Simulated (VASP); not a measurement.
# Sb2As2C (I4/mmm) in VASP: single point with PBE

Aim: the single point of Sb2As2C with PBE.

All numbers are computed with VASP 6.6.1; they aren't measurements. Logs are shortened: lines on timing, memory, paths and dates and some standing lists are left out, and cuts for length are marked.

## Step 1: The cell of the first run

Symmetry: I4/mmm, No. 139, tetragonal system. Conventional cell: a = 3.718 Å, b = 3.718 Å, c = 15.759 Å, α = 90.00°, β = 90.00°, γ = 90.00°. Around Sb (site symmetry -4m2) lie 4 As at 2.43 Å and 4 Sb at 2.63 Å. As (site symmetry 4mm) has 4 Sb at 2.43 Å as nearest neighbours. C (site symmetry 4/mmm) has 8 As at 3.54 Å and 4 C at 3.72 Å as nearest neighbours.

The cell was built by a generator and needn't be a form met in nature.

## Step 2: Single point, PBE (species swapped into the RbFe2As2 type (I4/mmm, No. 139))

Contents of INCAR:

```
SYSTEM = Sb2As2C
ALGO = Normal
EDIFF = 1E-7
ENCUT = 520
GGA = PE
ISIF = 2
ISMEAR = 0
LASPH = .True.
LCHARG = .False.
LREAL = .False.
LWAVE = .False.
NBANDS = 20
NELM = 100
PREC = Accurate
SIGMA = 0.1
```

Contents of KPOINTS:

```
k-points
0
Gamma
  6 6 6
  0 0 0
```

Contents of POSCAR:

```
Sb2As2C
1.0
   -1.8587781500      1.8587781500      7.8797082600
    1.8587781500     -1.8587781500      7.8797082600
    1.8587781500      1.8587781500     -7.8797082600
Sb As C
2 2 1
Direct
    0.7500000000      0.2500000000      0.5000000000
    0.2500000000      0.7500000000      0.5000000000
    0.3495252100      0.3495252100      0.0000000000
    0.6504747900      0.6504747900      0.0000000000
    0.0000000000      0.0000000000      0.0000000000
```

Potentials or basis: VASP PAW PBE potentials, release 64 (Sb, As, C).

On the command line:

```bash
$ cat potpaw_PBE.64/Sb/POTCAR potpaw_PBE.64/As/POTCAR potpaw_PBE.64/C/POTCAR > POTCAR
$ mpirun -np 1 vasp_std > vasp.out
```

OUTCAR:

```text
SYSTEM = Sb2As2C
   EDIFF = 1E-7
   ENCUT = 520
   GGA = PE
   ISIF = 2
   ISMEAR = 0
   LASPH = .True.
   LREAL = .False.
   NELM = 100
   PREC = Accurate

 ion  position               nearest neighbor table
   1  0.750  0.250  0.500-   3 2.43   4 2.43   3 2.43   4 2.43   2 2.63   2 2.63   2 2.63   2 2.63

   2  0.250  0.750  0.500-   3 2.43   4 2.43   3 2.43   4 2.43   1 2.63   1 2.63   1 2.63   1 2.63

   3  0.350  0.350  0.000-   2 2.43   1 2.43   1 2.43   2 2.43
   4  0.650  0.650  0.000-   2 2.43   1 2.43   1 2.43   2 2.43
   5  0.000  0.000  0.000-

  LATTYP: Found a body centered tetragonal cell.
 ALAT       =     3.7175563000
 C/A-ratio  =     4.2391870488

  Lattice vectors:

 A1 = (  -1.8587781500,   1.8587781500,   7.8797082600)
 A2 = (   1.8587781500,  -1.8587781500,   7.8797082600)
 A3 = (   1.8587781500,   1.8587781500,  -7.8797082600)

Analysis of symmetry for initial positions (statically):
=====================================================================
 Subroutine PRICEL returns:
 Original cell was already a primitive cell.

 Routine SETGRP: Setting up the symmetry group for a
 body centered tetragonal supercell.

 Subroutine GETGRP returns: Found 16 space group operations
 (whereof 16 operations were pure point group operations)
 out of a pool of 16 trial point group operations.

The static configuration has the point symmetry D_4h.

Analysis of symmetry for dynamics (positions and initial velocities):
=====================================================================
 Subroutine PRICEL returns:
 Original cell was already a primitive cell.

 Routine SETGRP: Setting up the symmetry group for a
 body centered tetragonal supercell.

 Subroutine GETGRP returns: Found 16 space group operations
 (whereof 16 operations were pure point group operations)
 out of a pool of 16 trial point group operations.

The dynamic configuration has the point symmetry D_4h.

 Subroutine INISYM returns: Found 16 space group operations
 (whereof 16 operations are pure point group operations),
 and found     1 'primitive' translations

----------------------------------------------------------------------------------------

                                     Primitive cell

  volume of cell :     108.8993

  direct lattice vectors                    reciprocal lattice vectors
    -1.858778150  1.858778150  7.879708260     0.000000000  0.268993909  0.063454126
     1.858778150 -1.858778150  7.879708260     0.268993909  0.000000000  0.063454126
     1.858778150  1.858778150 -7.879708260     0.268993909  0.268993909  0.000000000

  length of vectors
     8.306618728  8.306618728  8.306618728     0.276376824  0.276376824  0.380414834

  position of ions in fractional coordinates (direct lattice)
     0.750000000  0.250000000  0.500000000
     0.250000000  0.750000000  0.500000000
     0.349525210  0.349525210  0.000000000
     0.650474790  0.650474790  0.000000000
     0.000000000  0.000000000  0.000000000

  ion indices of the primitive-cell ions
   primitive index   ion index
                 1           1
                 2           2
                 3           3
                 4           4
                 5           5

----------------------------------------------------------------------------------------

 KPOINTS: k-points

Automatic generation of k-mesh.
 Grid dimensions read from file:
 generate k-points for:    6    6    6

 Generating k-lattice:

  Cartesian coordinates                     Fractional coordinates (reciprocal lattice)
     0.000000000  0.044832318  0.010575688     0.166666667  0.000000000  0.000000000
     0.044832318  0.000000000  0.010575688     0.000000000  0.166666667  0.000000000
     0.044832318  0.044832318  0.000000000     0.000000000  0.000000000  0.166666667

  Length of vectors
     0.046062804  0.046062804  0.063402472

  Shift w.r.t. Gamma in fractional coordinates (k-lattice)
     0.000000000  0.000000000  0.000000000

 Subroutine IBZKPT returns following result:
 ===========================================

 Found     30 irreducible k-points:

 Following reciprocal coordinates:
            Coordinates               Weight
  0.000000  0.000000  0.000000      1.000000
  0.166667 -0.000000  0.000000      8.000000
  0.333333 -0.000000  0.000000      8.000000
  0.500000  0.000000  0.000000      4.000000
  0.166667  0.166667  0.000000      8.000000
  0.333333  0.166667  0.000000     16.000000
[... 16 lines left out ...]
 -0.333333 -0.333333  0.166667      8.000000
 -0.166667 -0.333333  0.166667      8.000000
 [... further k-points ...]
   k-points           NKPTS =     30   k-points in BZ     NKDIM =     30   number of bands    NBANDS=     20
   number of dos      NEDOS =    301   number of ions     NIONS =      5
   total plane-waves  NPLWV = 262144
   dimension x,y,z NGX =    64 NGY =   64 NGZ =   64
   dimension x,y,z NGXF=   128 NGYF=  128 NGZF=  128
   ions per type =               2   2   1
   NGX,Y,Z   is equivalent  to a cutoff of  12.81, 12.81, 12.81 a.u.
   NGXF,Y,Z  is equivalent  to a cutoff of  25.62, 25.62, 25.62 a.u.
 SYSTEM =  Sb2As2C
   PREC   = accura    normal or accurate (medium, high low for compatibility)
   ISTART =      0    job   : 0-new  1-cont  2-samecut
   ICHARG =      2    charge: 1-file 2-atom 10-const
   ISPIN  =      1    spin polarized calculation?
   LNONCOLLINEAR =      F non collinear calculations
   LSORBIT =      F    spin-orbit coupling
   LASPH  =      T    aspherical Exc in radial PAW
   ENCUT  =  520.0 eV  38.22 Ry    6.18 a.u.  15.44 15.44 15.44*2*pi/ulx,y,z
   NELM   =    100;   NELMIN=  2; NELMDL= -5     # of ELM steps
   EDIFF  = 0.1E-06   stopping-criterion for ELM
   LREAL  =      F    real-space projection
   EDIFFG = 0.1E-05   stopping-criterion for IOM
   NSW    =      0    number of steps for IOM
   IBRION =     -1    ionic relax: 0-MD 1-quasi-New 2-CG
   NFREE  =      0    steps in history (QN), initial steepest desc. (CG)
   ISIF   =      2    stress and relaxation
   ISYM   =      2    0-nonsym 1-usesym 2-fastsym
   POTIM  = 0.5000    time-step for ionic-motion
   TEBEG  =    0.0;   TEEND  =   0.0 temperature during run
   PSTRESS=    0.0 pullay stress
   NELECT =      24.0000    total number of electrons
   NUPDOWN=      -1.0000    fix difference up-down
   EMIN   =  10.00;   EMAX   =-10.00  energy-range for DOS
   EFERMI =   0.00;   METHOD = LEGACY
   ISMEAR =     0;   SIGMA  =   0.10  broadening in eV -4-tet -1-fermi 0-gaus
   EFERMI_NEDOS =   21; number of points for ismear=-14 and -15
   IALGO  =     38    algorithm
   IMIX   =      4    mixing-type and parameters
     AMIX     =   0.40;   BMIX     =  1.00
     AMIX_MAG =   1.60;   BMIX_MAG =  1.00
  volume/ion in A,a.u.               =      21.78       146.98
  Fermi-wavevector in a.u.,A,eV,Ry     =   0.988865  1.868683 13.304500  0.977853
  Thomas-Fermi vector in A             =   2.120422
   LORBIT       =      0    0 simple, 1 ext, 2 COOP (PROOUT), +10 PAW based schemes
   GGA     = PE    functional components
   LHFCALC =     F    Hartree Fock is set to
   AEXX    =    0.0000 exact exchange contribution
   IVDW    =     0    specifies the selected vdW correction
   LEPSILON=     F    determine dielectric tensor
   LRPA    =     F    only Hartree local field effects (RPA)
 non-spin polarized calculation
 Gauss-broadening in eV      SIGMA  =   0.10
  energy-cutoff  :      520.00
  volume of cell :      108.90
 maximum number of plane-waves:      2956
 NGX is ok and might be reduce to    64
   NGX = 31   NGY = 31   NGZ = 31

 number of electron      24.0000001 magnetization

 Free energy of the ion-electron system (eV)
  ---------------------------------------------------
  ext. energy  EPLUGINS =         0.00000000
  ---------------------------------------------------
  free energy    TOTEN  =        -7.95944892 eV

  energy without entropy =       -7.94512097  energy(sigma->0) =       -7.95228494

 E-fermi :   6.6520     XC(G=0):  -9.6155

 val. band max:        6.6373491580   @ k =   0.5000   0.0000   0.0000
 cond. band min:       6.6554791200   @ k =  -0.1667   0.1667   0.1667
 fundamental gap:      0.0181299621
 Fermi energy:         6.6520283364

 k-point     1 :       0.0000    0.0000    0.0000
  band No.  band energies     occupation
      1     -12.3079      2.00000
      2      -7.5683      2.00000
      3      -2.5221      2.00000
      4      -1.1195      2.00000
      5      -1.1195      2.00000
      6      -0.8078      2.00000
[... 12 lines left out ...]
     19      11.1290      0.00000
     20      11.6363      0.00000

 k-point     2 :       0.1667   -0.0000    0.0000
  band No.  band energies     occupation
      1     -11.9999      2.00000
      2      -7.5111      2.00000
      3      -3.1861      2.00000
      4      -2.3728      2.00000
      5      -1.0742      2.00000
      6      -0.7471      2.00000
[... 12 lines left out ...]
     19       9.8209      0.00000
     20      10.7127      0.00000

 k-point     3 :       0.3333   -0.0000    0.0000
  band No.  band energies     occupation
      1     -11.0870      2.00000
      2      -8.0473      2.00000
      3      -4.5353      2.00000
      4      -2.4351      2.00000
      5      -1.7407      2.00000
      6       0.3134      2.00000
[... 12 lines left out ...]
     19       9.8395      0.00000
     20      10.5581      0.00000

 k-point     4 :       0.5000    0.0000    0.0000
  band No.  band energies     occupation
      1      -9.6387      2.00000
      2      -9.6372      2.00000
      3      -3.7983      2.00000
      4      -3.7960      2.00000
      5      -1.6268      2.00000
      6       1.8050      2.00000
[... 429 lines left out ...]
 k-point    23 :      -0.3333   -0.3333    0.1667
  band No.  band energies     occupation
      1     -11.6902      2.00000
      2      -7.4210      2.00000
      3      -3.4845      2.00000
      4      -2.2915      2.00000
      5      -1.8341      2.00000
      6      -1.3858      2.00000
[... 12 lines left out ...]
     19       8.8639      0.00000
     20      12.3761      0.00000

 k-point    24 :      -0.1667   -0.3333    0.1667
  band No.  band energies     occupation
      1     -11.9993      2.00000
      2      -7.5188      2.00000
      3      -3.2036      2.00000
      4      -2.2017      2.00000
      5      -1.2432      2.00000
      6      -0.7478      2.00000
[... 12 lines left out ...]
     19       9.7882      0.00000
     20      10.7825      0.00000

 [... further k-points ...]

------------------------ aborting loop because EDIFF is reached ----------------------------------------

  FORCE on cell =-STRESS in cart. coord.  units (eV):
  Direction    XX          YY          ZZ          XY          YZ          ZX
  --------------------------------------------------------------------------------------
  -------------------------------------------------------------------------------------
  Total       43.9839396     43.9839396     22.5579165      0.0000000      0.0000000      0.0000000
  in kB      647.1120118    647.1120118    331.8824747      0.0000000      0.0000000      0.0000000
  external PRESSURE =     542.0354995 kB  Pullay stress =       0.0000000 kB

 VOLUME and BASIS-vectors are now :
 -----------------------------------------------------------------------------
  energy-cutoff  :      520.00
  volume of cell :      108.90
      direct lattice vectors                 reciprocal lattice vectors
    -1.858778150  1.858778150  7.879708260     0.000000000  0.268993909  0.063454126
     1.858778150 -1.858778150  7.879708260     0.268993909  0.000000000  0.063454126
     1.858778150  1.858778150 -7.879708260     0.268993909  0.268993909  0.000000000

 POSITION                                       TOTAL-FORCE (eV/Angst)
 -----------------------------------------------------------------------------------
      0.00000      1.85878      3.93985         0.000000      0.000000      0.000000
      1.85878      0.00000      3.93985         0.000000      0.000000      0.000000
      0.00000      0.00000      5.50831        -0.000000     -0.000000      9.525461
      0.00000      0.00000     10.25110         0.000000      0.000000     -9.525461
      0.00000      0.00000      0.00000         0.000000      0.000000      0.000000
 -----------------------------------------------------------------------------------
    total drift:                               -0.000000     -0.000000     -0.000000

  FREE ENERGIE OF THE ION-ELECTRON SYSTEM (eV)
  ---------------------------------------------------
  free  energy   TOTEN  =        -7.9594489155 eV

  energy  without entropy=       -7.9451209672  energy(sigma->0) =       -7.95228494
```

Run time: 7.4 min. Hardware: 1 thread of AMD EPYC 7R13 (Zen 3), shared host; peak memory 0.54 GiB.

What came out:

| Quantity | Value |
| --- | --- |
| Free energy | -7.9594 eV |
| Pressure | 54.2 GPa |
| Largest force | 9.525 eV/Å |
| Band gap on the k mesh | none (metal or under the smearing width) |

Forces in eV/Å, atoms in the order of the input:
```
Sb   0.000  0.000  0.000
Sb   0.000  0.000  0.000
As   0.000  0.000  9.525
As   0.000  0.000 -9.525
C    0.000  0.000  0.000
```

Levels at points of the mesh, in eV from the Fermi level:
```tsv
k point	band 10	band 11	band 12	band 13	band 14	band 15
(0.00, 0.00, 0.00)	-2.50	-2.20	-0.14	0.27	0.54	0.79
(0.50, 0.00, 0.00)	-2.13	-1.95	-0.69	-0.01	0.87	1.54
(0.50, 0.50, 0.00)	-1.17	-0.59	-0.51	-0.27	0.28	0.74
(0.50, 0.50, 0.50)	-2.46	-2.24	-1.00	-0.13	0.55	0.55
```

Caveat: the k mesh is coarse (spacing up to 0.40 Å⁻¹), so the values aren't converged; a pressure of tens of GPa on the cell as given is suspect, and the run, the potentials or the cell itself is likely at fault; forces of over 1 eV/Å show positions far from the minimum, so gaps and moduli don't describe the material at rest.
